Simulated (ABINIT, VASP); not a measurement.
VASP input:

KPOINTS:
```
Automatic mesh
0
Gamma
11 11 11
0 0 0
```

INCAR:
```
SYSTEM=C
PREC=Accurate; ENCUT=400; LREAL=.FALSE.
LASPH=.TRUE.
EDIFF=1E-6; NELM=100; ALGO=Normal
ISMEAR=-1; SIGMA=0.05
GGA=PS
ISIF=2
LWAVE=.FALSE.; LCHARG=.FALSE.
```

### POSCAR
```
C
2.522250
  0.0000000000   0.7071067499   0.7071067499
  0.7071067499   0.0000000000   0.7071067499
  0.7071067499   0.7071067499   0.0000000000
C
2
Direct
  0.0009920000   0.0091730000  -0.0113030000
  0.2490080000   0.2408270000   0.2613030000
```

POTCAR, in this order: C (PBE.64 set). Program: vasp_std.

Question: Translate it to ABINIT.

Answer: One input that does it (PBEsol, PAW (JTH v2.0 PBE PAW, files made for PBE)):
```
# C, JTH v2.0 PBE PAW
pp_dirpath "./"
pseudos "C.GGA_PBE-JTH.xml"
acell 3*1.0 Angstrom
rprim
         0.0000000000    1.7835000000    1.7835000000
         1.7835000000    0.0000000000    1.7835000000
         1.7835000000    1.7835000000    0.0000000000
natom 2
ntypat 1
znucl 6
typat 1 1
xred
         0.0009920000    0.0091730000    0.9886970000
         0.2490080000    0.2408270000    0.2613030000
ecut 21
pawecutdg 42
pawovlp -1
pawxcdev 0
ixc -116133
occopt 3
tsmear 0.00183747
nband 9
kptopt 1
ngkpt 11 11 11
nshiftk 1
shiftk 0 0 0
nstep 60
toldfe 1.0e-09
prtwf 0
prtden 0
prtvol 1
enunit 2
```
Both inputs were run and reached self-consistency, which says nothing on mesh or cut-off. Potentials, basis and cut-offs are each code's own, so they don't translate, and total energies aren't comparable.

The structure is a typed C crystal. The cell was not relaxed at this level, and it may have been scaled.
